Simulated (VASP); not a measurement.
Level of theory: PBE GGA, VASP's PBE PAW potentials (set 64) (plane waves; VASP).

Input for VASP

### INCAR
```
! general
SYSTEM =CdTe
PREC   =Accurate
ENCUT  =520   ! plane-wave cut-off (eV)
LREAL  =F   ! projection in real space or not
LASPH  =T   ! aspherical one-centre terms
ICHARG =11   ! fixed density

! electronic loop
EDIFF  =1E-6
NELM   =100
ALGO   =Normal
LMAXMIX=4   ! l cut-off of mixed one-centre charges

! smearing
ISMEAR =0   ! Gaussian
SIGMA  =0.05   ! width (eV)

! functional
GGA    =PE   ! PBE

! output
LWAVE  =F
LCHARG =F
```

**KPOINTS**
```
k-points along high-symmetry lines
15
Line-mode
Reciprocal
  0.000000   0.000000   0.000000 ! GAMMA
 -0.500000  -0.500000   0.000000 ! X

 -0.500000  -0.500000   0.000000 ! X
 -0.375000  -0.375000   0.250000 ! U

 -0.375000  -0.000000   0.375000 ! K
  0.000000   0.000000   0.000000 ! GAMMA

  0.000000   0.000000   0.000000 ! GAMMA
  0.000000   0.000000   0.500000 ! L

  0.000000   0.000000   0.500000 ! L
 -0.500000  -0.250000   0.250000 ! W

 -0.500000  -0.250000   0.250000 ! W
 -0.500000  -0.500000   0.000000 ! X
```

**POSCAR**
```
CdTe
1
    0.0000000000     3.3124350059     3.3124350059
    3.3124350059     0.0000000000     3.3124350059
    3.3124350059     3.3124350059     0.0000000000
Cd Te
1 1
Direct
  0.0000000000   0.0000000000   0.0000000000
  0.2500000000   0.2500000000   0.2500000000
```

POTCAR, in this order: Cd Te (PBE.64 set). Program: vasp_std. Read from the step before: CHGCAR.

Output of the run:

**OSZICAR**
```
       N       E                     dE             d eps       ncg     rms          rms(c)
DAV:   1     0.102715540891E+03    0.10272E+03   -0.84461E+03  2340   0.119E+03
DAV:   2     0.288557304175E+00   -0.10243E+03   -0.98358E+02  2655   0.278E+02
DAV:   3    -0.392098137062E+01   -0.42095E+01   -0.41565E+01  2805   0.575E+01
DAV:   4    -0.396318251901E+01   -0.42201E-01   -0.42196E-01  3323   0.517E+00
DAV:   5    -0.396335490437E+01   -0.17239E-03   -0.17238E-03  2758   0.280E-01
DAV:   6    -0.396335897292E+01   -0.40686E-05   -0.40686E-05  3289   0.306E-02
DAV:   7    -0.396335899918E+01   -0.26261E-07   -0.26258E-07  2122   0.236E-03
   1 F= -.39633590E+01 E0= -.39633590E+01  d E =-.125915E-10
```

### OUTCAR
```
 val. band max:        1.7756328585   @ k =   0.0000   0.0000   0.0000

 cond. band min:       2.3474121803   @ k =   0.0000   0.0000   0.0000



 k-point     1 :       0.0000    0.0000    0.0000
  band No.  band energies     occupation
      1      -9.0422      2.00000
      2      -6.3105      2.00000
      3      -6.3105      2.00000
      4      -6.3105      2.00000
      5      -6.0960      2.00000
      6      -6.0960      2.00000
      7       1.7756      2.00000
      8       1.7756      2.00000
      9       1.7756      2.00000
     10       2.3474      0.00000
     11       6.4134      0.00000
     12       6.4134      0.00000
     13       6.4134      0.00000

 k-point     2 :      -0.0357   -0.0357    0.0000
  band No.  band energies     occupation
      1      -9.0365      2.00000
      2      -6.3090      2.00000
      3      -6.3090      2.00000
      4      -6.3070      2.00000
      5      -6.0965      2.00000
      6      -6.0957      2.00000
      7       1.5385      2.00000
      8       1.7456      2.00000
      9       1.7456      2.00000
     10       2.5893      0.00000
     11       6.3495      0.00000
     12       6.4588      0.00000
     13       6.4588      0.00000

 k-point     3 :      -0.0714   -0.0714    0.0000
  band No.  band energies     occupation
      1      -9.0198      2.00000
      2      -6.3045      2.00000
      3      -6.3045      2.00000
      4      -6.2962      2.00000
      5      -6.0980      2.00000
      6      -6.0948      2.00000
      7       1.1475      2.00000
      8       1.6596      2.00000
      9       1.6596      2.00000
     10       2.9922      0.00000
     11       6.1827      0.00000
     12       6.5907      0.00000
     13       6.5907      0.00000

 k-point     4 :      -0.1071   -0.1071    0.0000
  band No.  band energies     occupation
      1      -8.9928      2.00000
      2      -6.2972      2.00000
      3      -6.2972      2.00000
      4      -6.2780      2.00000
...
```

The density is held fixed in this step, so its total energy and stress have no physical meaning. Unless said otherwise, spin-orbit coupling is left out, though it shifts the bands of the heavy elements here.

The compound is CdTe in the zinc blende structure. It was relaxed first, which changed the volume by +7 %.
